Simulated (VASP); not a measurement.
```
CELL_PARAMETERS angstrom
      0.00000     1.74084     1.74084
      1.74084     0.00000     1.74084
      1.74084     1.74084     0.00000
ATOMIC_POSITIONS crystal
  Ni 0.00000 0.00000 0.00000
```
Starting moments (μB, in the order of the record's atoms Ni): 0.8.

Method: r2SCAN meta-GGA, VASP's PBE PAW potentials (set 64) (plane waves; VASP). Settings: 480 eV cut-off, 16×16×16 Γ-centred mesh, first-order Methfessel-Paxton smearing of 0.10 eV, potentials Ni.

Q: What does the run give for the cell moment, energy per atom (σ→0), band gap (on the k-mesh) with the smallest direct gap where there is one?

A: 
The band gap (on the k-mesh) is none (metal, semimetal or under 0.01 eV) and the cell moment comes out as 0.75 μB. The energy per atom (σ→0) is -11.944 eV/atom.

Q: Give the moment on each site (PAW-sphere projection).

A: 
| site | moment (μB) |
|---|---|
| Ni1 | 0.77 |

Total energies compare only between runs with the same potentials, cut-off and functional.

The compound is Ni in the fcc structure. It was relaxed first. The start is the result of an earlier pass.
